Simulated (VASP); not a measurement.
```xyz
3
Lattice="1.8646 -3.2296 0.0000 1.8646 3.2296 0.0000 0.0000 0.0000 5.9401" Properties=species:S:1:pos:R:3 pbc="T T T"
Zr     0.0000     0.0000     5.9401
S      1.8646     1.0766     1.4857
S      1.8646    -1.0766     4.4544
```

Calculation: optB86b-vdW, VASP's PBE PAW potentials (set 64) (plane waves; VASP). Run with 520 eV cut-off, 7×7×4 Γ-centred mesh, Gaussian smearing of 0.050 eV, potentials Zr_sv S.

Problem. The ions and cell shape at fixed volume are relaxed. Give the cell that the relaxation ends in.

Solution. 
```xyz
3
Lattice="1.8392 -3.1855 0.0000 1.8392 3.1855 0.0000 0.0000 0.0000 6.1057" Properties=species:S:1:pos:R:3 pbc="T T T"
Zr     0.0000     0.0000     0.0000
S      1.8392     1.0618     1.4551
S      1.8392    -1.0618     4.6506
```
Space group P-3m1 (164), at a tolerance of 0.03 Å.

Problem. How much energy does the relaxation gain?

Solution. The energy (σ→0) changes by -16.2 meV/atom, in 7 ionic steps.

The compound is ZrS2 in the 1T layered structure. This cell is one point of a volume scan, at 1.06 of the reference volume. Symmetry was kept, so distortions that lower it aren't found.
